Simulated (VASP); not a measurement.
# OsRh with LAK: from relaxation to properties, part 5 of 5

Aim: relax OsRh, then compute properties on the relaxed cell. The cell is invented: it takes the structure of a Materials Project entry for PtRh (space group 166 there), with some of its atoms replaced by other elements, volume scaled by an estimate. It may not be a known or stable phase. Left out of this account: 1 further run (core levels: core levels are not valid at this level).

VASP 6.6.1, plane waves and PAW; the level of theory is named at each step.

Still holding for the runs below: This run has no spin polarisation. Its electron count is odd, so without a moment it is a metal by construction.

So far. Step 10 (Volume scan with LAK, volume scale 0.98): The run ends at a pressure of 6.56 GPa.

### Step 11. Volume scan with LAK, volume scale 1

Level of this step: LAK; plane waves and PAW (Os, Rh_pv); invented cell (VASP).

Input file INCAR:

```
SYSTEM = OsRh
PREC = Accurate
ENCUT = 400
EDIFF = 1E-06
NELM = 100
ISMEAR = 1
SIGMA = 0.2
LREAL = .FALSE.
ALGO = Normal
METAGGA = LAK
LASPH = .TRUE.
NBANDS = 17
LORBIT = 11
LWAVE = .FALSE.
LCHARG = .FALSE.
ISIF = 2
```

Input file POSCAR:

```
OsRh
1.0
    1.3590631871      0.7846555665      4.4697103022
   -1.3590631871      0.7846555665      4.4697103022
    0.0000000000     -1.5693111331      4.4697103022
Os Rh
1 1
Direct
    0.0000000000      0.0000000000      0.0000000000
    0.5000000000      0.5000000000      0.5000000000
```

Input file KPOINTS:

```
Automatic mesh
0
Gamma
11 11 11
0 0 0
```

Potentials, in the order of the species: Os and Rh_pv (PBE family, release 64).

Run with:

```
mpirun -np 1 vasp_std
```

The program printed:

```text
[... set-up lines as in an earlier step ...]
 entering main loop
       N       E                     dE             d eps       ncg     rms          rms(c)
[... 14 cycles as in an earlier step ...]
   1 F= 0.71186887E+02 E0= 0.71185324E+02  d E =0.468851E-02
```

Elapsed: 2.2 min, on 1 MPI rank of Intel Xeon 6975P-C (Granite Rapids), shared host; peak memory 0.22 GiB.

OUTCAR, selected parts (step 11):

```text
[... 6 parts as in an earlier step ...]

[... 1 further part left out ...]
[key lines of the parts left out:]
E-fermi :  10.2492
```

The pressure falls from 6.56 to -0.05 GPa, so it vanishes between these two volumes.

### Step 12. Volume scan with LAK, volume scale 1.02

INCAR is that of step 11.

Input file POSCAR:

```
OsRh
1.0
    1.3680638679      0.7898521124      4.4993118953
   -1.3680638679      0.7898521124      4.4993118953
    0.0000000000     -1.5797042249      4.4993118953
Os Rh
1 1
Direct
    0.0000000000      0.0000000000      0.0000000000
    0.5000000000      0.5000000000      0.5000000000
```

KPOINTS is that of step 11.

Run with:

```
mpirun -np 1 vasp_std
```

The program printed:

```text
[... set-up lines as in an earlier step ...]
 entering main loop
       N       E                     dE             d eps       ncg     rms          rms(c)
DAV:   1     0.235301745944E+03    0.23530E+03   -0.12314E+04  5652   0.117E+03
DAV:   2     0.628903740490E+02   -0.17241E+03   -0.16795E+03  5312   0.383E+02
DAV:   3     0.590261353372E+02   -0.38642E+01   -0.38039E+01  5855   0.592E+01
DAV:   4     0.589944671819E+02   -0.31668E-01   -0.31642E-01  5773   0.542E+00
[...]
DAV:  13     0.711947507548E+02   -0.97493E-04   -0.26006E-04  5229   0.133E-01    0.143E-02
DAV:  14     0.711947486252E+02   -0.21296E-05   -0.72980E-06  6432   0.236E-02    0.521E-03
DAV:  15     0.711947476813E+02   -0.94387E-06   -0.19341E-06  3969   0.130E-02
   1 F= 0.71194748E+02 E0= 0.71193181E+02  d E =0.470009E-02
```

Elapsed: 2.2 min, on 1 MPI rank; peak memory 0.21 GiB.

Parts of OUTCAR (step 12):

```text
  Total       -1.0766720     -1.0766721     -1.0179789      0.0000000      0.0000000      0.0000000
  in kB      -59.1349828    -59.1349933    -55.9113341      0.0000000      0.0000000      0.0000000
  external PRESSURE =     -58.0604368 kB  Pullay stress =       0.0000000 kB

 POSITION                                       TOTAL-FORCE (eV/Angst)
 -----------------------------------------------------------------------------------
      0.00000      0.00000      0.00000        -0.000000      0.000000     -0.000000
      0.00000     -0.00000      6.74897         0.000000     -0.000000      0.000000
 -----------------------------------------------------------------------------------
    total drift:                               -0.000000      0.000000      0.000000

  FREE ENERGIE OF THE ION-ELECTRON SYSTEM (eV)
  ---------------------------------------------------
  free  energy   TOTEN  =        71.1947476813 eV

  energy  without entropy=       71.1900475907  energy(sigma->0) =       71.19318098

[... 1 part as in an earlier step ...]

[... 2 further parts left out ...]
[key lines of the parts left out:]
E-fermi :   9.9333
```

The pressure falls from -0.05 to -5.81 GPa.

The run ends at a pressure of -5.81 GPa.

### Step 13. Volume scan with LAK, volume scale 1.04

INCAR is that of step 12.

Input file POSCAR:

```
OsRh
1.0
    1.3769476484      0.7949811660      4.5285290250
   -1.3769476484      0.7949811660      4.5285290250
    0.0000000000     -1.5899623320      4.5285290250
Os Rh
1 1
Direct
    0.0000000000      0.0000000000      0.0000000000
    0.5000000000      0.5000000000      0.5000000000
```

KPOINTS is that of step 12.

Run with:

```
mpirun -np 1 vasp_std
```

The program printed:

```text
[... set-up lines as in an earlier step ...]
 entering main loop
       N       E                     dE             d eps       ncg     rms          rms(c)
DAV:   1     0.236229588821E+03    0.23623E+03   -0.12316E+04  5604   0.116E+03
DAV:   2     0.628276646894E+02   -0.17340E+03   -0.16912E+03  5309   0.383E+02
DAV:   3     0.589293585383E+02   -0.38983E+01   -0.38554E+01  5864   0.594E+01
DAV:   4     0.588977750660E+02   -0.31583E-01   -0.31550E-01  5841   0.544E+00
[...]
DAV:  14     0.712222423903E+02   -0.32673E-05   -0.12440E-05  6461   0.287E-02    0.601E-03
DAV:  15     0.712222404748E+02   -0.19155E-05   -0.23899E-06  4586   0.145E-02    0.375E-03
DAV:  16     0.712222395551E+02   -0.91970E-06   -0.65346E-07  2603   0.707E-03
   1 F= 0.71222240E+02 E0= 0.71220680E+02  d E =0.467805E-02
```

Run time: 2.3 min. Hardware: 1 MPI rank; peak memory 0.22 GiB.

Parts of OUTCAR (step 13):

```text
  Total       -2.0807009     -2.0807013     -1.9655003      0.0000000     -0.0000000      0.0000000
  in kB     -112.0824375   -112.0824574   -105.8768535      0.0000000     -0.0000000      0.0000000
  external PRESSURE =    -110.0139161 kB  Pullay stress =       0.0000000 kB

 POSITION                                       TOTAL-FORCE (eV/Angst)
 -----------------------------------------------------------------------------------
      0.00000      0.00000      0.00000         0.000000     -0.000000     -0.000000
      0.00000      0.00000      6.79279         0.000000      0.000000      0.000000
 -----------------------------------------------------------------------------------
    total drift:                               -0.000000      0.000000      0.000000

  FREE ENERGIE OF THE ION-ELECTRON SYSTEM (eV)
  ---------------------------------------------------
  free  energy   TOTEN  =        71.2222395551 eV

  energy  without entropy=       71.2175615074  energy(sigma->0) =       71.22068021

[... 1 part as in an earlier step ...]

[... 2 further parts left out ...]
[key lines of the parts left out:]
E-fermi :   9.6297
```

The pressure falls from -5.81 to -11.00 GPa.

The run ends at a pressure of -11.00 GPa.

### Step 14. Volume scan with LAK, volume scale 1.06

A prediction first. A parabola through the 6 pressures of evenly scaled cells so far, P = -0.05 -312.0 t +867 t² GPa with t = ln(V/V₁) and V₁ the volume at scale 1, gives -15.29 GPa at t = +0.0583.

INCAR is that of step 13.

Input file POSCAR:

```
OsRh
1.0
    1.3857182520      0.8000448768      4.5573739366
   -1.3857182520      0.8000448768      4.5573739366
    0.0000000000     -1.6000897537      4.5573739366
Os Rh
1 1
Direct
    0.0000000000      0.0000000000      0.0000000000
    0.5000000000      0.5000000000      0.5000000000
```

KPOINTS is that of step 13.

Run with:

```
mpirun -np 1 vasp_std
```

The program printed:

```text
[... set-up lines as in an earlier step ...]
 entering main loop
       N       E                     dE             d eps       ncg     rms          rms(c)
DAV:   1     0.236315001510E+03    0.23632E+03   -0.12307E+04  5580   0.115E+03
DAV:   2     0.627462126445E+02   -0.17357E+03   -0.16922E+03  5372   0.382E+02
DAV:   3     0.588572638728E+02   -0.38889E+01   -0.38302E+01  5845   0.588E+01
DAV:   4     0.588244346511E+02   -0.32829E-01   -0.32748E-01  5824   0.548E+00
[...]
DAV:  15     0.712671624580E+02   -0.27553E-05   -0.34430E-06  5211   0.174E-02    0.409E-03
DAV:  16     0.712671613204E+02   -0.11377E-05   -0.64363E-07  2601   0.715E-03    0.104E-03
DAV:  17     0.712671612440E+02   -0.76336E-07   -0.10890E-07  2544   0.335E-03
   1 F= 0.71267161E+02 E0= 0.71265613E+02  d E =0.464518E-02
```

Wall time 2.5 min (1 MPI rank); peak memory 0.22 GiB.

OUTCAR, selected parts (step 14):

```text
  Total       -3.0009499     -3.0009505     -2.8295991      0.0000000      0.0000000      0.0000000
  in kB     -158.6039987   -158.6040268   -149.5478906      0.0000000      0.0000000      0.0000000
  external PRESSURE =    -155.5853054 kB  Pullay stress =       0.0000000 kB

 POSITION                                       TOTAL-FORCE (eV/Angst)
 -----------------------------------------------------------------------------------
      0.00000      0.00000      0.00000         0.000000      0.000000     -0.000000
      0.00000     -0.00000      6.83606        -0.000000     -0.000000      0.000000
 -----------------------------------------------------------------------------------
    total drift:                               -0.000000      0.000000      0.000000

  FREE ENERGIE OF THE ION-ELECTRON SYSTEM (eV)
  ---------------------------------------------------
  free  energy   TOTEN  =        71.2671612440 eV

  energy  without entropy=       71.2625160629  energy(sigma->0) =       71.26561285

[... 1 part as in an earlier step ...]

[... 2 further parts left out ...]
[key lines of the parts left out:]
E-fermi :   9.3378
```

The pressure falls from -11.00 to -15.56 GPa. The parabola predicted -15.29 GPa, +0.27 GPa off.

### Step 15. The series together

Times are for 1 MPI rank of Intel Xeon 6975P-C (Granite Rapids), shared host. Results by setting:

```csv
no.,volume scale,energy above the lowest point (meV/atom),pressure (GPa),time,memory (GiB)
1,0.94,61.12,22.59,3.6 min,0.2
2,0.96,26.96,14.11,3.4 min,0.2
3,0.98,7.25,6.558,2.1 min,0.21
4,1,0,-0.05487,2.2 min,0.22
5,1.02,3.93,-5.806,2.2 min,0.21
6,1.04,17.68,-11.00,2.3 min,0.22
7,1.06,40.14,-15.56,2.5 min,0.22
```

### Step 16. Fit for LAK

This step: Birch-Murnaghan fit, LAK; plane waves and PAW; invented cell (VASP 6.6.1).

This step runs nothing: it gathers the runs above.

This step gave:

```
pressure derivative of the bulk modulus : 5.238
r.m.s. error of the fit                 : 2.78e-5 eV/atom
minimum inside the sampled range        : yes
bulk modulus                            : 307.4 GPa
equilibrium volume of the fit           : 14.34 Å³/atom
```

The energy above the fitted minimum by volume:

```csv
volume (Å³/atom),energy above the fitted minimum (eV/atom)
13.441,0.0612
13.727,0.0271
14.014,0.00734
14.300,8.9e-5
14.585,0.00402
14.871,0.0178
15.157,0.0402
```

The fitted volume lies +0.25 % from the relaxed one. At a finite cutoff and mesh the minimum of the energy and the zero of the stress don't quite coincide, and the relaxation stops at a threshold.

### Step 17. Total and projected DOS (LAK), changed input

This step: LAK; plane waves and PAW (Os, Rh_pv); invented cell (VASP 6.6.1).

Here the states are counted by energy and projected on the atoms. The mesh is finer than in the run before. Some settings are moved from the usual, to see what they do.

Input file INCAR:

```
SYSTEM = OsRh
PREC = Accurate
ENCUT = 250
EDIFF = 1E-06
NELM = 100
ISMEAR = -5
SIGMA = 0.2
LREAL = .FALSE.
ALGO = Normal
METAGGA = LAK
LASPH = .TRUE.
NBANDS = 35
LORBIT = 11
LWAVE = .FALSE.
LCHARG = .FALSE.
NEDOS = 2001
```

Input file POSCAR:

```
OsRh
1.0
    1.3590631871      0.7846555665      4.4697103022
   -1.3590631871      0.7846555665      4.4697103022
    0.0000000000     -1.5693111331      4.4697103022
Os Rh
1 1
Direct
    0.0000000000      0.0000000000      0.0000000000
    0.5000000000      0.5000000000      0.5000000000
```

Input file KPOINTS:

```
Automatic mesh
0
Gamma
17 17 17
0 0 0
```

Run with:

```
mpirun -np 1 vasp_std
```

The program printed:

```text
[... set-up lines as in an earlier step ...]
 entering main loop
       N       E                     dE             d eps       ncg     rms          rms(c)
DAV:   1     0.223656264838E+03    0.22366E+03   -0.71925E+03 37890   0.398E+02
DAV:   2     0.634853294875E+02   -0.16017E+03   -0.15245E+03 39434   0.176E+02
DAV:   3     0.591500191241E+02   -0.43353E+01   -0.43089E+01 41317   0.313E+01
DAV:   4     0.591404920193E+02   -0.95271E-02   -0.95256E-02 40277   0.154E+00
DAV:   5     0.591404705160E+02   -0.21503E-04   -0.21502E-04 41542   0.684E-02    0.257E+01
DAV:   6     0.711196604622E+02    0.11979E+02   -0.89380E+00 41905   0.188E+01    0.352E+00
DAV:   7     0.708416329627E+02   -0.27803E+00   -0.53994E+00 39995   0.861E+00    0.812E+00
DAV:   8     0.712258546707E+02    0.38422E+00   -0.19457E+00 39971   0.509E+00    0.349E+00
DAV:   9     0.712468121824E+02    0.20958E-01   -0.12577E-01 38809   0.188E+00    0.652E-01
DAV:  10     0.712510903463E+02    0.42782E-02   -0.15949E-02 39095   0.713E-01    0.559E-01
DAV:  11     0.712501419881E+02   -0.94836E-03   -0.16140E-03 40607   0.238E-01    0.241E-01
DAV:  12     0.712499288671E+02   -0.21312E-03   -0.84677E-04 39615   0.127E-01    0.457E-02
DAV:  13     0.712498958692E+02   -0.32998E-04   -0.76987E-05 39948   0.356E-02    0.141E-02
DAV:  14     0.712498973592E+02    0.14900E-05   -0.83203E-06 41630   0.160E-02    0.419E-03
DAV:  15     0.712498970930E+02   -0.26615E-06   -0.61806E-07 30110   0.475E-03
   1 F= 0.71249897E+02 E0= 0.71249897E+02  d E =0.000000E+00
 [... a notice as in an earlier step ...]
```

Wall time 6.2 min (1 MPI rank); peak memory 0.28 GiB.

OUTCAR, selected parts (step 17):

```text
   k-points           NKPTS =    489   k-points in BZ     NKDIM =    489   number of bands    NBANDS=     35

   ENCUT  =  250.0 eV  18.37 Ry    4.29 a.u.   6.11  6.11  6.11*2*pi/ulx,y,z

   NELECT =      23.0000    total number of electrons

 E-fermi :  10.2290

 k-point     1 :       0.0000    0.0000    0.0000
  band No.  band energies     occupation
    ...
      9       7.1963      2.00000
     10       7.1963      2.00000
     11       9.4769      2.00000
     12       9.4769      2.00000
     13      10.4217      1.24943
     14      11.8458      0.00000
     15      11.8458      0.00000
     16      19.2715      0.00000
     17      25.4889      0.00000
     18      26.1681      0.00000
    ...

  Total       -0.9283569     -0.9283570     -0.4052733      0.0000000      0.0000000      0.0000000
  in kB      -52.0087253    -52.0087346    -22.7043598      0.0000000      0.0000000      0.0000000
  external PRESSURE =     -42.2406066 kB  Pullay stress =       0.0000000 kB

  FREE ENERGIE OF THE ION-ELECTRON SYSTEM (eV)
  ---------------------------------------------------
  free  energy   TOTEN  =        71.2498970930 eV

  energy  without entropy=       71.2498970930  energy(sigma->0) =       71.24989709

[... 6 parts as in an earlier step ...]

[... 10 further parts left out ...]
```

The run converged; its settings lie outside those of the reference runs, so its numbers are set aside.

Against the sound run on this cell (density of states (LAK)) the energy at zero smearing moves by +33.7 meV an atom and the pressure by -4.22 GPa.

Settings moved from the usual: ENCUT = 250 and NBANDS = 35.

Empty bands beyond the smearing tail don't enter the ground state, so NBANDS mostly costs time. The cutoff falls from 400 to 250 eV, which shrinks the basis; the stress suffers most (Pulay stress), and PAW energies need not rise evenly as the basis shrinks.

### Step 18. What came out

| Item | Value |
| --- | --- |
| relaxed volume | 14.30 Å³/atom |
| relaxed conventional cell a, b, c | 2.718, 2.718, 13.409 Å; angles 90.0, 90.0, 120.0° |
| space group after relaxing, within 0.02 Å | R-3m (No. 166) |
| band gap | none, a metal |
| DOS at the Fermi level | 1.54 states/eV/cell |
| band gap (LAK + SOC) | none, a metal |
| bulk modulus from the fit | 307 GPa |
| volume from the fit | 14.3 Å³/atom |

What this shows: With LAK, OsRh relaxes to 14.30 Å³/atom in space group R-3m (held by the symmetry of the run), comes out as a metal and has a bulk modulus of 307 GPa at fixed shape and positions, an upper bound. Band structure (LAK): Of the bands kept, 5 cross the Fermi level on this path. Bands along the symmetry lines (LAK + SOC): Of the bands kept, 10 cross the Fermi level on this path (spinor bands, one electron each). With an odd electron count and no spin the cell is a metal by construction. No search among competing phases was made. All values are for a static lattice at zero temperature.

[Lines on the potential files, build, host, timing and source positions are cut from VASP's logs without a mark.]

[Logs are printed without paths, hosts, clocks, repeated set-up lines and the standing remarks that a program may print on its own settings, such as how far it seeks lower states.]

[Hosts, paths, dates, database ids (printed as entryN), source tags and the programs' standing remarks are cut or masked in the printed files.]

[A measured line is paired with the nearest computed mode of its activity, which favours agreement.]
